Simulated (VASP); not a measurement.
TeWS5, 7 atoms in the cell. Symmetry: P4/mmm, No. 123, tetragonal system. The conventional cell has a = 4.199 Å, b = 4.199 Å, c = 7.462 Å, α = 90.00°, β = 90.00°, γ = 90.00°. Around Te (site symmetry 4/mmm) lie 12 S at 2.97 to 3.21 Å. W (site symmetry 4/mmm) is surrounded by 8 S at 2.47 Å. S (site symmetry 4/mmm) has 4 Te at 2.97 Å and 8 S at 3.21 Å as nearest neighbours. S (site symmetry 2mm) has 2 W at 2.47 Å and 1 S at 2.60 Å as nearest neighbours. The cell was built by a generator and needn't be a form met in nature. The cell isn't the ideal one: species swapped into the SnPPt5 type (P4/mmm, No. 123).

| Item | Value |
| --- | --- |
| Program | VASP 6.6.1 |
| Task | single point |
| Functional | PBE |
| Potentials or basis | VASP PAW PBE potentials, release 64 (Te, W_sv, S) |
| Cutoff | 520 eV |
| k mesh | 4 × 4 × 4 |
| Occupations | gaussian, width 0.1 eV |
| Spin | collinear spin, typed start |
| Starting moments | [0.0, 0.49, 0.0, 0.0, 0.0, 0.0, 0.0] μB |
| Dipole correction | no |
| Further INCAR settings | ALGO = Normal; EDIFF = 1e-06; NBANDS = 38 |

Potentials or basis: VASP PAW PBE potentials, release 64 (Te, W_sv, S).

The run is started by

```sh
$ cat potpaw_PBE.64/Te/POTCAR potpaw_PBE.64/W_sv/POTCAR potpaw_PBE.64/S/POTCAR > POTCAR
$ mpirun -np 1 vasp_std > vasp.out
```

Hardware: 1 thread of Intel(R) Xeon(R) 6975P-C (Granite Rapids) (shared host).

Task: Estimate the wall time of this run.

Result: Wall time 61 s on 1 thread of Intel(R) Xeon(R) 6975P-C (Granite Rapids), on a shared host, peak memory 0.35 GiB. Counts: scf iterations 16, k points 18.
